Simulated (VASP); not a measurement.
Consider the following.

```
CELL_PARAMETERS angstrom
     -2.99512     2.99512     1.62921
      2.99512    -2.99512     1.62921
      2.99512     2.99512    -1.62921
ATOMIC_POSITIONS crystal
  Sn 0.75000 0.25000 0.50000
  Sn 0.00000 0.00000 0.00000
```

Level of theory: PBE GGA, VASP's PBE PAW potentials (set 64) (plane waves; VASP). Run with 300 eV cut-off, 8×8×8 Γ-centred mesh, Gaussian smearing of 0.050 eV, potentials Sn_d.

Problem. Give the energies of bands 11 to 17 at the high-symmetry points, in eV from the Fermi level.

Solution. 
```csv
band,Γ,X,M,Z,P,N
11,-10.58,-8.49,-7.35,-6.40,-5.87,-6.75
12,-3.84,-8.49,-7.35,-5.47,-5.87,-5.16
13,-1.77,0.62,-4.38,-2.73,-3.19,-2.32
14,-1.77,0.62,-4.38,-2.61,-3.19,-1.51
15,3.10,1.45,4.84,-2.61,3.39,-0.98
16,5.86,1.45,4.84,2.71,3.39,2.34
17,5.86,5.74,8.68,5.36,3.65,2.69
```

It has no gap at this level: it comes out as a metal or semimetal.

The structure comes from a computed database's Sn entry; how it stands against other phases isn't given here. The cell was not relaxed at this level.
